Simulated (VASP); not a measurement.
# Biaxial (0001) strain in hexagonal Re with PBEsol: normal strain, stress, strain energy and the limit of linear elasticity

A rhenium film grown with its (0001) plane on a substrate is forced to take up an in-plane strain from lattice mismatch or from unequal thermal contraction, while its free surface leaves the normal direction unloaded. The stress decides whether the film stays flat and attached, and the strain energy is what relaxation by dislocations can release. I use a perfect crystal under the same loading to find out how normal strain, stress and energy follow the imposed strain, which elastic moduli this fixes, and where proportionality fails. Strains and energies are measured from the crystal relaxed with PBEsol; tension is positive, and energies are per atom.

## How the numbers were made

The start is an entry of the ASE's table of reference states database. The crystal was relaxed with PBEsol. Equal strain is imposed in the (0001) plane; the strain along the normal is adjusted until the normal stress vanishes, and the atoms are relaxed with PBEsol. VASP 6.6.1, plane waves with PAW, cutoff 450 eV, no spin polarisation, no spin-orbit coupling, k mesh 24×24×13, static lattice. The same in all rows: band gap on the k mesh at PBEsol: 0.000 eV.

Notes on method and selection:

- Runs that did not converge, have known faults or may not be shown are not listed, and runs on Ansatz's PAW sets soft_1 and soft_2 are kept to separate tables.

Columns:

- strain (%): strain in the plane (tension positive).
- normal strain (%): strain along the normal.
- stress (GPa): in-plane stress, tension positive.
- strain energy (meV/atom): energy per atom above the relaxed crystal.

Input lines of one member:

```
PREC = Accurate
ENCUT = 450
EDIFF = 1E-07
NELM = 120
ISMEAR = 1
SIGMA = 0.15
LREAL = .FALSE.
ALGO = Normal
GGA = PS
NBANDS = 13
LASPH = .TRUE.
LORBIT = 11
KPAR = 2
IBRION = 1
NSW = 25
```

Command (options for logging and memory left out): `mpirun -np 2 vasp_std`

## Data

| member | strain (%) | normal strain (%) | stress (GPa) | strain energy (meV/atom) |
| --- | --- | --- | --- | --- |
| −2 % | −2.0 | 1.317 | −18.13 | 31.62 |
| −1.5 % | −1.5 | 0.984 | −13.22 | 17.42 |
| −1 % | −1.0 | 0.663 | −8.51 | 7.58 |
| −0.5 % | −0.5 | 0.335 | −4.10 | 1.87 |
| 0 % | 0.0 | 0.003 | 0.01 | 0.00 |
| +0.5 % | 0.5 | −0.338 | 3.84 | 1.77 |
| +1 % | 1.0 | −0.702 | 7.31 | 6.90 |
| +1.5 % | 1.5 | −1.074 | 10.52 | 15.04 |
| +2 % | 2.0 | −1.440 | 13.54 | 26.05 |

Least-squares fits to the whole series, with x = strain (%); R² and errors in the fitted variable (y, or ln y where the fit is in ln y):

| y | members | fit | R² | rms residual | leave-one-out rms | the same for the mean of the others |
| --- | --- | --- | --- | --- | --- | --- |
| normal strain (%) | 9 | y = −0.02800 − 0.6868 x | 1.00 | 0.025 | 0.034 | 1.00 |
| stress (GPa) | 9 | y = −0.9711 + 7.916 x | 0.99 | 0.85 | 1.2 | 12 |

## The trend and its physics

Stretching the plane thins the crystal along its normal, and compressing it does the reverse. From −2 % to +2 % in-plane strain, the normal strain falls from 1.317 % to −1.440 % and the stress rises from −18.13 to 13.54 GPa. The energy increases on both sides of zero, more steeply under compression.

The simplest model is linear elasticity, which I derive from three assumptions: the energy is quadratic in the strains, the normal stress is zero, and the change of volume during loading can be neglected in the work. Symmetry fixes the atomic positions within the cell, so no internal displacement enters.

For equal in-plane strains ε and a normal strain ε_z, the energy per volume of a hexagonal crystal is

w = (C₁₁ + C₁₂) ε² + 2 C₁₃ ε ε_z + ½ C₃₃ ε_z².

The normal stress is the derivative with respect to ε_z. Setting 2 C₁₃ ε + C₃₃ ε_z = 0 gives

ε_z = −r ε, with r = 2 C₁₃/C₃₃.

The in-plane stress is half the derivative with respect to ε, because two directions are strained together: σ = (C₁₁ + C₁₂) ε + C₁₃ ε_z. Inserting ε_z gives

σ = M ε, with M = C₁₁ + C₁₂ − 2 C₁₃²/C₃₃.

Putting the same ε_z into w leaves w = M ε², so the energy per atom is

E = V M ε²,

where V is the volume per atom. The three parameters are r, M and V.

The sign of r has a simple origin. Stretching the plane lowers the electron density and pulls neighbouring layers closer, which recovers part of the lost cohesion. Constant volume would need r = 2. The computed ratio is near 0.7, so the crystal gains volume under tension: resistance to shape change keeps the layers from closing up further.

## The model against the table

I fix the model on the members −0.5 % and +0.5 %. Taking half the difference of their stresses and normal strains, and the mean of their energies, cancels the leading asymmetry between tension and compression.

The normal strain gives r = (0.335 + 0.338) / (0.5 + 0.5) = 0.673, so C₁₃/C₃₃ is 0.673 / 2 = 0.34. The stress gives M = (3.84 + 4.10) / (0.5 + 0.5) = 7.94 GPa per % of strain, or 7.94 × 100 = 794 GPa for strain written as a fraction. The energy gives V M = (1.87 + 1.77) / 2 / 0.5² = 7.28 meV/atom per %², or 7.28 × 10000 / 1000 = 72.8 eV/atom for strain written as a fraction. With 1 eV/Å³ = 160.2 GPa, V = 72.8 × 160.2 / 794 = 14.7 Å³ per atom, a sensible size for a close-packed 5d metal. Stress and energy therefore tell the same story.

For +1 %, the normal strain is −0.673 × 1 = −0.673 % (table: −0.702), the stress 7.94 × 1 = 7.94 GPa (7.31) and the energy 7.28 × 1² = 7.28 meV/atom (6.90).

For −1 %, the normal strain and the stress change sign and the energy stays the same: 0.673 % (0.663), −7.94 GPa (−8.51) and 7.28 meV/atom (7.58).

For +2 %, I get −0.673 × 2 = −1.346 % (−1.440), 7.94 × 2 = 15.88 GPa (13.54) and 7.28 × 2² = 29.12 meV/atom (26.05).

For −2 %, the model gives 1.346 % (1.317), −15.88 GPa (−18.13) and 29.12 meV/atom (31.62).

## Residuals

Largest departures from the fit to the whole series:

| member | normal strain (%) | fit | computed − fit | in rms residuals |
| --- | --- | --- | --- | --- |
| +2 % | −1.440 | −1.402 | −0.038 | 1.6 |
| +0.5 % | −0.338 | −0.371 | +0.033 | 1.3 |
| 0 % | 0.003 | −0.028 | +0.031 | 1.3 |
| −2 % | 1.317 | 1.346 | −0.029 | 1.2 |

The stress departs from the model in the same direction on both sides. It lies below the model by 7.94 − 7.31 = 0.63 GPa at +1 % and 8.51 − 7.94 = 0.57 GPa at −1 %, and by 15.88 − 13.54 = 2.34 GPa at +2 % and 18.13 − 15.88 = 2.25 GPa at −2 %. Doubling the strain multiplies the departure by about four, which marks a term in ε². The assumption that fails is the quadratic energy: repulsion between atoms steepens as they are pushed together, so the crystal stiffens under compression and softens under tension.

The energy confirms this. A stress term in ε² integrates to an energy term in ε³ with two thirds of the relative weight. At 2 % the mean departure of the stress, 2.30 GPa, gives 2.30 / 15.88 × 2 / 3 = 0.097, and the table gives (31.62 − 26.05) / 2 / 29.12 = 0.096.

The same curvature produces the intercept of −0.9711 GPa in the straight-line fit. It is no residual stress, since the unstrained row has 0.01 GPa.

The normal strain is less regular. Its slope between neighbouring rows is −0.682 from 0 to +0.5 % and −0.728 from +0.5 to +1 %. Higher-order elasticity may cause this, as may the finite k mesh.

## What to take away

Linear elasticity reproduces the stress to about 3 % at ±0.5 % strain and to 7–9 % at ±1 %. At +2 % it overestimates the tension by 17 %, and at −2 % it underestimates the compression by 12 %. The series fixes M and the ratio C₁₃/C₃₃, but not the four elastic constants one by one.

M changes by less than 1 % when it is taken from the ±1 % or ±2 % pair instead. Two omitted effects are larger. Thermal motion should lower M by a few per cent at room temperature. Plastic flow matters far more in a thick film: dislocations would relieve most of the 13.54 GPa found at +2 %, a reduction of roughly 10 GPa.

[Logs are printed without paths, hosts, clocks, repeated set-up lines and the standing remarks that a program may print on its own settings, such as how far it seeks lower states.]
